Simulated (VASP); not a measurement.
Computed with PBE0 hybrid, VASP's PBE PAW potentials (set 64) (plane waves; VASP).

A VASP calculation is set up with these files.

File POSCAR:
```
PbSe
1
    0.0000000000     3.1385588124     3.1385588124
    3.1385588124     0.0000000000     3.1385588124
    3.1385588124     3.1385588124     0.0000000000
Pb Se
1 1
Direct
  0.0000000000   0.0000000000   0.0000000000
  0.5000000000   0.5000000000   0.5000000000
```

**KPOINTS**
```
Automatic mesh
0
Gamma
6 6 6
0 0 0
```

**INCAR**
```
SYSTEM = PbSe
PREC = Accurate
ENCUT = 520
EDIFF = 1E-6
NELM = 60
ALGO = Normal
LREAL = .FALSE.
LASPH = .TRUE.
ISMEAR = 0
SIGMA = 0.05
GGA = PE
AEXX = 0.25
HFRCUT = -1
LHFCALC = .TRUE.
PRECFOCK = Fast
ISYM = 3
LMAXMIX = 4
LWAVE = .FALSE.
LCHARG = .FALSE.
ISIF = 2
```

POTCAR, in this order: Pb_d Se (PBE.64 set). Program: vasp_std. Read from the step before: WAVECAR.

The run wrote:

OSZICAR:
```
       N       E                     dE             d eps       ncg     rms          rms(c)
DAV:   1    -0.106953473810E+02   -0.10695E+02   -0.59123E-01   448   0.919E+00    0.139E+00
DAV:   2    -0.107049878817E+02   -0.96405E-02   -0.40566E-02   490   0.123E+00    0.920E-01
DAV:   3    -0.107025713948E+02    0.24165E-02   -0.34613E-03   554   0.590E-01    0.556E-01
DAV:   4    -0.107020495270E+02    0.52187E-03   -0.14492E-03   480   0.327E-01    0.316E-01
DAV:   5    -0.107019707595E+02    0.78767E-04   -0.28198E-04   508   0.158E-01    0.175E-01
DAV:   6    -0.107019197704E+02    0.50989E-04   -0.31125E-05   472   0.719E-02    0.927E-02
DAV:   7    -0.107019007953E+02    0.18975E-04   -0.16795E-05   472   0.376E-02    0.455E-02
DAV:   8    -0.107018961219E+02    0.46734E-05   -0.52970E-06   466   0.174E-02    0.216E-02
DAV:   9    -0.107018949352E+02    0.11867E-05   -0.11609E-06   380   0.883E-03    0.105E-02
DAV:  10    -0.107018947667E+02    0.16853E-06   -0.45807E-07   242   0.584E-03
   1 F= -.10701895E+02 E0= -.10701895E+02  d E =-.149281E-13
```

**OUTCAR**
```
------------------------ aborting loop because EDIFF is reached ----------------------------------------
  FORCE on cell =-STRESS in cart. coord.  units (eV):
  Direction    XX          YY          ZZ          XY          YZ          ZX
  --------------------------------------------------------------------------------------
  Total       -0.9301953     -0.9301953     -0.9301953      0.0000000      0.0000000      0.0000000
  in kB      -24.1026014    -24.1026014    -24.1026014      0.0000000      0.0000000      0.0000000
  external PRESSURE =     -24.1026014 kB  Pullay stress =       0.0000000 kB
  volume of cell :       61.83
      direct lattice vectors                 reciprocal lattice vectors
     0.000000000  3.138558812  3.138558812    -0.159308788  0.159308788  0.159308788
     3.138558812  0.000000000  3.138558812     0.159308788 -0.159308788  0.159308788
     3.138558812  3.138558812  0.000000000     0.159308788  0.159308788 -0.159308788
  FREE ENERGIE OF THE ION-ELECTRON SYSTEM (eV)
  ---------------------------------------------------
  free  energy   TOTEN  =       -10.7018947667 eV

  energy  without entropy=      -10.7018947667  energy(sigma->0) =      -10.70189477

  exchange ACFDT corr.  =         0.00000000  see jH, gK, PRB 81, 115126
```
(Selected blocks of OUTCAR.)

The compound is PbSe in the rock salt structure. This cell is one point of a volume scan, at 1.03 of the reference volume. The cell's shape comes from a PBE relaxation.
